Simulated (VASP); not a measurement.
A 63-atom supercell of ZnS (zinc blende) holds S vacancy in charge state +0. It is relaxed twice, with the total moment held at 0 and at 2 μB. Method: PBE GGA, VASP's PBE PAW potentials (set 64) (plane waves; VASP 6.6.1). Numerical set-up: PREC = Normal, LREAL = Auto, ISYM = 0, EDIFF = 1E-5, 400 eV cut-off, 1×1×1 Γ-centred mesh, Gaussian smearing of 0.050 eV, potentials Zn S.

The supercell is sampled at Γ alone, which is coarse: total energies, pressure and levels can be off, energies of defects by several tenths of an eV.

Which spin state lies lower, and by how much?

The state with 0 μB lies lower, by 1.45 eV.

The cell is a supercell with a defect, built from ZnS (zinc blende).
